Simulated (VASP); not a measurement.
Y3Ge:

```
Y Ge
1.0
    -2.26539    2.26539    5.19702
     2.26539   -2.26539    5.19702
     2.26539    2.26539   -5.19702
Y Ge
3 1
Direct
  0.50000 0.50000 0.00000
  0.25000 0.75000 0.50000
  0.75000 0.25000 0.50000
  0.00000 0.00000 0.00000
```

The cell comes from a database or a generator and needn't be the stable form of this composition.

```yaml
Program: VASP 6.6.1
Task: relaxation of cell and atoms
Functional: BLYP
Dispersion: D3
Potentials_or_basis: VASP PAW PBE potentials, release 64 (Y_sv, Ge_d)
Cutoff: 600 eV
k_mesh: 6 × 6 × 6
Occupations: fermi-dirac, width 0.05 eV
Spin: no spin polarisation
```

At the start: pressure -1.6 GPa; volume 26.67 Å³/atom.

Q: Where does the relaxation end?

A: Over 9 steps the energy falls by 6.0 meV/atom and the volume is 25.54 Å³/atom (-4.2 %); space group I4/mmm (No. 139, to 0.05 Å).

The path:
```csv
step,energy change (eV),largest force (eV/Å),pressure (GPa),volume (Å³)
1,0.0000,0.0000,-1.63,106.68
2,-0.0207,0.0000,0.10,102.54
3,-0.0207,0.0000,0.02,102.70
4,-0.0223,0.0000,0.01,102.57
5,-0.0239,0.0000,-0.02,102.31
6,-0.0240,0.0000,-0.03,102.24
7,-0.0240,0.0000,-0.04,102.22
8,-0.0240,0.0000,0.04,102.07
9,-0.0240,0.0000,-0.01,102.16
```

Final structure:
```
Y Ge
1.0
    -2.25115    2.25115    5.03994
     2.25115   -2.25115    5.03994
     2.25115    2.25115   -5.03994
Y Ge
3 1
Direct
  0.50000 0.50000 0.00000
  0.25000 0.75000 0.50000
  0.75000 0.25000 0.50000
  0.00000 0.00000 0.00000
```

Caveat: the PAW data sets were made with another functional, which shifts forces and pressure a little; pairwise dispersion overbinds metals, which lowers pressure and volume.
